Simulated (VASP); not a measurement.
# F2InH in VASP: reference runs

Reference runs on F2InH: the cell as given.

Program: VASP 6.6.1. These are calculated values, not measurements. Logs are shortened: lines on timing, memory, paths and dates and some standing lists are left out, and cuts for length are marked.

## (1) The molecule as given

The cell holds a molecule in a box, 4 atoms: a = 13.000 Å, b = 12.000 Å, c = 11.000 Å, α = 90.00°, β = 90.00°, γ = 90.00°.

## (2) Single point, PBE

INCAR reads:

```
PREC = Accurate
ENCUT = 520
EDIFF = 1E-7
ISMEAR = 0
SIGMA = 0.01
LREAL = F
LASPH = T
NELM = 80
ALGO = Normal
ISIF = 2
LWAVE = F
LCHARG = F
GGA = PE
NBANDS = 22
```

KPOINTS reads:

```
regular mesh
0
Gamma
  1 1 1
```

POSCAR reads:

```
InHF2
1.0
   13.0000000000      0.0000000000      0.0000000000
    0.0000000000     12.0000000000      0.0000000000
    0.0000000000      0.0000000000     11.0000000000
F In H
2 1 1
Direct
    0.3842653800      0.4254041700      0.5329545500
    0.6177346200      0.3974125000      0.5847272700
    0.5179653800      0.4906208300      0.5029454500
    0.5427038500      0.6060875000      0.4214545500
```

Potentials or basis: VASP PAW PBE potentials, release 64 (F, In_d, H).

Run with:

```console
$ cat potpaw_PBE.64/F/POTCAR potpaw_PBE.64/In_d/POTCAR potpaw_PBE.64/H/POTCAR > POTCAR
$ mpirun -np 1 vasp_gam > vasp.out
```

OUTCAR:

```text
PREC = Accurate
   ENCUT = 520
   EDIFF = 1E-7
   ISMEAR = 0
   LREAL = F
   LASPH = T
   NELM = 80
   ISIF = 2
   GGA = PE

 ion  position               nearest neighbor table
   1  0.384  0.425  0.533-   3 1.93
   2  0.618  0.397  0.585-   3 1.93
   3  0.518  0.491  0.503-   4 1.68   1 1.93   2 1.93
   4  0.543  0.606  0.421-   3 1.68

  LATTYP: Found a simple orthorhombic cell.
 ALAT       =    11.0000000000
 B/A-ratio  =     1.0909090909
 C/A-ratio  =     1.1818181818

  Lattice vectors:

 A1 = (   0.0000000000,   0.0000000000, -11.0000000000)
 A2 = (   0.0000000000,  12.0000000000,   0.0000000000)
 A3 = (  13.0000000000,   0.0000000000,   0.0000000000)

Analysis of symmetry for initial positions (statically):
=====================================================================
 Subroutine PRICEL returns:
 Original cell was already a primitive cell.

 Routine SETGRP: Setting up the symmetry group for a
 simple orthorhombic supercell.

 Subroutine GETGRP returns: Found  1 space group operations
 (whereof  1 operations were pure point group operations)
 out of a pool of  8 trial point group operations.

The static configuration has the point symmetry C_1 .

Analysis of symmetry for dynamics (positions and initial velocities):
=====================================================================
 Subroutine PRICEL returns:
 Original cell was already a primitive cell.

 Routine SETGRP: Setting up the symmetry group for a
 simple orthorhombic supercell.

 Subroutine GETGRP returns: Found  1 space group operations
 (whereof  1 operations were pure point group operations)
 out of a pool of  8 trial point group operations.

The dynamic configuration has the point symmetry C_1 .

 Subroutine INISYM returns: Found  1 space group operations
 (whereof  1 operations are pure point group operations),
 and found     1 'primitive' translations

----------------------------------------------------------------------------------------

                                     Primitive cell

  volume of cell :    1716.0000

  direct lattice vectors                    reciprocal lattice vectors
    13.000000000  0.000000000  0.000000000     0.076923077  0.000000000  0.000000000
     0.000000000 12.000000000  0.000000000     0.000000000  0.083333333  0.000000000
     0.000000000  0.000000000 11.000000000     0.000000000  0.000000000  0.090909091

  length of vectors
    13.000000000 12.000000000 11.000000000     0.076923077  0.083333333  0.090909091

  position of ions in fractional coordinates (direct lattice)
     0.384265380  0.425404170  0.532954550
     0.617734620  0.397412500  0.584727270
     0.517965380  0.490620830  0.502945450
     0.542703850  0.606087500  0.421454550

  ion indices of the primitive-cell ions
   primitive index   ion index
                 1           1
                 2           2
                 3           3
                 4           4

----------------------------------------------------------------------------------------

 KPOINTS: regular mesh

Automatic generation of k-mesh.
 Grid dimensions read from file:
 generate k-points for:    1    1    1

 Generating k-lattice:

  Cartesian coordinates                     Fractional coordinates (reciprocal lattice)
     0.076923077  0.000000000  0.000000000     1.000000000  0.000000000  0.000000000
     0.000000000  0.083333333  0.000000000     0.000000000  1.000000000  0.000000000
     0.000000000  0.000000000  0.090909091     0.000000000  0.000000000  1.000000000

  Length of vectors
     0.076923077  0.083333333  0.090909091

  Shift w.r.t. Gamma in fractional coordinates (k-lattice)
     0.000000000  0.000000000  0.000000000

 Subroutine IBZKPT returns following result:
 ===========================================

 Found      1 irreducible k-points:

 Following reciprocal coordinates:
            Coordinates               Weight
  0.000000  0.000000  0.000000      1.000000
   k-points           NKPTS =      1   k-points in BZ     NKDIM =      1   number of bands    NBANDS=     22
   number of dos      NEDOS =    301   number of ions     NIONS =      4
   total plane-waves  NPLWV = 740880
   dimension x,y,z NGX =    98 NGY =   90 NGZ =   84
   dimension x,y,z NGXF=   196 NGYF=  180 NGZF=  168
   ions per type =               2   1   1
   NGX,Y,Z   is equivalent  to a cutoff of  12.53, 12.47, 12.70 a.u.
   NGXF,Y,Z  is equivalent  to a cutoff of  25.06, 24.94, 25.39 a.u.
 SYSTEM =  unknown system
   PREC   = accura    normal or accurate (medium, high low for compatibility)
   ISTART =      0    job   : 0-new  1-cont  2-samecut
   ICHARG =      2    charge: 1-file 2-atom 10-const
   ISPIN  =      1    spin polarized calculation?
   LNONCOLLINEAR =      F non collinear calculations
   LSORBIT =      F    spin-orbit coupling
   LASPH  =      T    aspherical Exc in radial PAW
   ENCUT  =  520.0 eV  38.22 Ry    6.18 a.u.  24.17 22.31 20.45*2*pi/ulx,y,z
   NELM   =     80;   NELMIN=  2; NELMDL= -5     # of ELM steps
   EDIFF  = 0.1E-06   stopping-criterion for ELM
   LREAL  =      F    real-space projection
   EDIFFG = 0.1E-05   stopping-criterion for IOM
   NSW    =      0    number of steps for IOM
   IBRION =     -1    ionic relax: 0-MD 1-quasi-New 2-CG
   NFREE  =      0    steps in history (QN), initial steepest desc. (CG)
   ISIF   =      2    stress and relaxation
   ISYM   =      2    0-nonsym 1-usesym 2-fastsym
   POTIM  = 0.5000    time-step for ionic-motion
   TEBEG  =    0.0;   TEEND  =   0.0 temperature during run
   PSTRESS=    0.0 pullay stress
   NELECT =      28.0000    total number of electrons
   NUPDOWN=      -1.0000    fix difference up-down
   EMIN   =  10.00;   EMAX   =-10.00  energy-range for DOS
   EFERMI =   0.00;   METHOD = LEGACY
   ISMEAR =     0;   SIGMA  =   0.01  broadening in eV -4-tet -1-fermi 0-gaus
   EFERMI_NEDOS =   21; number of points for ismear=-14 and -15
   IALGO  =     38    algorithm
   IMIX   =      4    mixing-type and parameters
     AMIX     =   0.40;   BMIX     =  1.00
     AMIX_MAG =   1.60;   BMIX_MAG =  1.00
  volume/ion in A,a.u.               =     429.00      2895.03
  Fermi-wavevector in a.u.,A,eV,Ry     =   0.415230  0.784670  2.345858  0.172416
  Thomas-Fermi vector in A             =   1.374036
   LORBIT       =      0    0 simple, 1 ext, 2 COOP (PROOUT), +10 PAW based schemes
   GGA     = PE    functional components
   LHFCALC =     F    Hartree Fock is set to
   AEXX    =    0.0000 exact exchange contribution
   IVDW    =     0    specifies the selected vdW correction
   LEPSILON=     F    determine dielectric tensor
   LRPA    =     F    only Hartree local field effects (RPA)
 non-spin polarized calculation
 Gauss-broadening in eV      SIGMA  =   0.01
  energy-cutoff  :      520.00
  volume of cell :     1716.00
 maximum number of plane-waves:     23131
 NGX is ok and might be reduce to    98
   NGX = 49   NGY = 45   NGZ = 41

 number of electron      28.0000007 magnetization

 Free energy of the ion-electron system (eV)
  ---------------------------------------------------
  ext. energy  EPLUGINS =         0.00000000
  ---------------------------------------------------
  free energy    TOTEN  =       -14.21777387 eV

  energy without entropy =      -14.21777387  energy(sigma->0) =      -14.21777387

 E-fermi :  -7.9791     XC(G=0):  -0.6718

 val. band max:       -8.0460596148   @ k =   0.0000   0.0000   0.0000
 cond. band min:      -2.5817645885   @ k =   0.0000   0.0000   0.0000
 fundamental gap:      5.4642950264
 Fermi energy:        -7.9790954274

 k-point     1 :       0.0000    0.0000    0.0000
  band No.  band energies     occupation
      1     -27.6408      2.00000
      2     -27.6132      2.00000
      3     -19.8485      2.00000
      4     -19.7058      2.00000
      5     -19.7039      2.00000
      6     -19.5431      2.00000
[... 14 lines left out ...]
     21       1.0202      0.00000
     22       1.2098      0.00000

------------------------ aborting loop because EDIFF is reached ----------------------------------------

  FORCE on cell =-STRESS in cart. coord.  units (eV):
  Direction    XX          YY          ZZ          XY          YZ          ZX
  --------------------------------------------------------------------------------------
  -------------------------------------------------------------------------------------
  Total        1.5429658      0.7453538      0.3078779      0.0205649     -0.5937739      0.1740338
  in kB        1.4406206      0.6959143      0.2874563      0.0192008     -0.5543888      0.1624901
  external PRESSURE =       0.8079971 kB  Pullay stress =       0.0000000 kB

 VOLUME and BASIS-vectors are now :
 -----------------------------------------------------------------------------
  energy-cutoff  :      520.00
  volume of cell :     1716.00
      direct lattice vectors                 reciprocal lattice vectors
    13.000000000  0.000000000  0.000000000     0.076923077  0.000000000  0.000000000
     0.000000000 12.000000000  0.000000000     0.000000000  0.083333333  0.000000000
     0.000000000  0.000000000 11.000000000     0.000000000  0.000000000  0.090909091

 POSITION                                       TOTAL-FORCE (eV/Angst)
 -----------------------------------------------------------------------------------
      4.99545      5.10485      5.86250        -0.608823     -0.300563      0.134770
      8.03055      4.76895      6.43200         0.444402     -0.418298      0.337055
      6.73355      5.88745      5.53240         0.136372      0.595032     -0.392579
      7.05515      7.27305      4.63600         0.028049      0.123829     -0.079246
 -----------------------------------------------------------------------------------
    total drift:                                0.002944     -0.002171      0.000193

  FREE ENERGIE OF THE ION-ELECTRON SYSTEM (eV)
  ---------------------------------------------------
  free  energy   TOTEN  =       -14.2177738710 eV

  energy  without entropy=      -14.2177738710  energy(sigma->0) =      -14.21777387
```

It took 5.6 min on 1 thread of Intel Xeon Platinum 8175M at 2.50GHz (Skylake/Cascade Lake), shared host; peak memory 1.2 GiB.

Results:

```
Free energy                     : -14.2178 eV
Largest force                   : 0.726 eV/Å
Gap between the frontier levels : 5.46 eV
```

Forces on the atoms (eV/Å):
```
F   -0.609 -0.301  0.135
F    0.444 -0.418  0.337
In   0.136  0.595 -0.393
H    0.028  0.124 -0.079
```

Caveat: spin-orbit coupling is left out, which moves the levels of the heavy elements.
